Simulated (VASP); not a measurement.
Method: PBE GGA with spin-orbit coupling, VASP's PBE PAW potentials (set 64) (plane waves; VASP).

A VASP calculation is set up with these files.

### KPOINTS
```
Automatic
0
Gamma
5 5 1
0 0 0
```

POSCAR:
```
TiTe2
1
    3.8438700000     0.0000000000     0.0000000000
   -1.9219360000     3.3288890000     0.0000000000
    0.0000000000     0.0000000000    17.1706300000
Ti Te
1 2
Direct
  0.0000000000   0.0000000000   0.5000000000
  0.3333330000   0.6666670000   0.5923270000
  0.6666670000   0.3333330000   0.4076730000
```

INCAR:
```
! general
SYSTEM        = TiTe2
PREC          = Accurate
ENCUT         = 300
LREAL         = .False.
LASPH         = .True.

! electronic loop
EDIFF         = 1E-6
NELM          = 100
ALGO          = Normal
LMAXMIX       = 4

! smearing
ISMEAR        = 0
SIGMA         = 0.2

! functional
GGA           = PE
GGA_COMPAT    = .False.

! spin
MAGMOM        = 9*0.0
LSORBIT       = .True.
LNONCOLLINEAR = .True.

! ions
ISIF          = 2

! output
LWAVE         = .False.
LCHARG        = .False.
LORBIT        = 11
```

File KPOINTS_OPT:
```
k-points along high-symmetry lines
20
Line-mode
Reciprocal
  0.000000   0.000000   0.000000 ! GAMMA
  0.500000   0.000000   0.000000 ! M

  0.500000   0.000000   0.000000 ! M
  0.333333   0.333333   0.000000 ! K

  0.333333   0.333333   0.000000 ! K
  0.000000   0.000000   0.000000 ! GAMMA
```

POTCAR, in this order: Ti_sv Te (PBE.64 set). Program: vasp_ncl.

The cell holds a wide vacuum, so values per volume refer to the whole cell.

**Question.** What does the run give for the energy per atom (σ→0), largest force, band gap (over mesh and band path)?

**Answer.** 
* **energy per atom (σ→0)**: -5.412 eV/atom
* **band gap (over mesh and band path)**: none (metal, semimetal or under 0.01 eV)
* **largest force**: 1.045 eV/Å

File OSZICAR:
```
...
       N       E                     dE             ncg
       N       E                     dE             ncg
       N       E                     dE             ncg
       N       E                     dE             ncg
       N       E                     dE             ncg
       N       E                     dE             ncg
       N       E                     dE             ncg
       N       E                     dE             ncg
```

The cell is a sheet with vacuum, built from a generated structure.
